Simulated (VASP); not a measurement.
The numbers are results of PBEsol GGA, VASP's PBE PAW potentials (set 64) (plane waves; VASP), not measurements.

A VASP calculation is set up with these files.

### KPOINTS
```
kpoints
0
Gamma
8 8 8
```

**POSCAR**
```
SnTe
1
    0.0000000000     3.1425403438     3.1425403438
    3.1425403438     0.0000000000     3.1425403438
    3.1425403438     3.1425403438     0.0000000000
Sn Te
1 1
Direct
 -0.0039776737   0.0039776737   0.0039776737
  0.5000000000   0.5000000000   0.5000000000
```

**INCAR**
```
! general
SYSTEM =SnTe
PREC   =Accurate
ENCUT  =480
LREAL  =F   ! projection in real space or not
LASPH  =T

! electronic loop
EDIFF  =1E-7
NELM   =100   ! most electronic steps
ALGO   =Normal   ! blocked Davidson
LMAXMIX=4

! smearing
ISMEAR =0   ! Gaussian
SIGMA  =0.05

! functional
GGA    =PS   ! PBEsol

! ions
ISIF   =2   ! forces and stress, cell fixed

! output
LWAVE  =F
LCHARG =F
```

POTCAR, in this order: Sn_d Te (PBE.64 set). Program: vasp_std.

Output

**OSZICAR**
```
       N       E                     dE             d eps       ncg     rms          rms(c)
DAV:   1     0.117644024996E+03    0.11764E+03   -0.93315E+03  1666   0.154E+03
DAV:   2     0.201056643751E+01   -0.11563E+03   -0.11331E+03  1724   0.354E+02
DAV:   3    -0.811923921979E+01   -0.10130E+02   -0.10085E+02  2198   0.956E+01
DAV:   4    -0.838409062702E+01   -0.26485E+00   -0.26474E+00  1904   0.169E+01
DAV:   5    -0.839294344682E+01   -0.88528E-02   -0.88527E-02  2284   0.292E+00    0.495E+00
DAV:   6    -0.834065369294E+01    0.52290E-01   -0.12067E-01  2258   0.319E+00    0.311E+00
DAV:   7    -0.833842797405E+01    0.22257E-02   -0.46529E-02  2094   0.157E+00    0.691E-01
DAV:   8    -0.833775709537E+01    0.67088E-03   -0.71613E-03  1988   0.849E-01    0.158E-01
DAV:   9    -0.833781904557E+01   -0.61950E-04   -0.49264E-04  1958   0.235E-01    0.337E-02
DAV:  10    -0.833780775286E+01    0.11293E-04   -0.52465E-05  2006   0.770E-02    0.191E-02
DAV:  11    -0.833780785302E+01   -0.10016E-06   -0.24649E-05  2014   0.473E-02    0.195E-02
DAV:  12    -0.833780740019E+01    0.45282E-06   -0.24145E-06  1994   0.145E-02    0.923E-03
DAV:  13    -0.833780725546E+01    0.14474E-06   -0.19293E-07  1484   0.331E-03    0.288E-03
DAV:  14    -0.833780728245E+01   -0.26996E-07   -0.70358E-08   934   0.371E-03
   1 F= -.83378073E+01 E0= -.83377975E+01  d E =-.195510E-04
```

### OUTCAR
```
------------------------ aborting loop because EDIFF is reached ----------------------------------------
  FORCE on cell =-STRESS in cart. coord.  units (eV):
  Direction    XX          YY          ZZ          XY          YZ          ZX
  --------------------------------------------------------------------------------------
  Total        0.0468123      0.0404593      0.0404593      0.0000000      0.0000000      0.0000000
  in kB        1.2083656      1.0443758      1.0443758      0.0000000      0.0000000      0.0000000
  external PRESSURE =       1.0990391 kB  Pullay stress =       0.0000000 kB
  volume of cell :       62.07
      direct lattice vectors                 reciprocal lattice vectors
     0.000000000  3.142540344  3.142540344    -0.159106947  0.159106947  0.159106947
     3.142540344  0.000000000  3.142540344     0.159106947 -0.159106947  0.159106947
     3.142540344  3.142540344  0.000000000     0.159106947  0.159106947 -0.159106947
 POSITION                                       TOTAL-FORCE (eV/Angst)
 -----------------------------------------------------------------------------------
      0.02500      3.14254      3.14254         0.000401      0.000000      0.000000
      3.14254      3.14254      3.14254        -0.000401      0.000000      0.000000
 -----------------------------------------------------------------------------------
    total drift:                               -0.000600     -0.000000     -0.000000
  FREE ENERGIE OF THE ION-ELECTRON SYSTEM (eV)
  ---------------------------------------------------
  free  energy   TOTEN  =        -8.3378072825 eV

  energy  without entropy=       -8.3377877314  energy(sigma->0) =       -8.33779751
```
(Selected blocks of OUTCAR.)

The compound is SnTe in the rock salt structure, which distorts at low temperature. This cell was strained or had an atom moved on purpose.
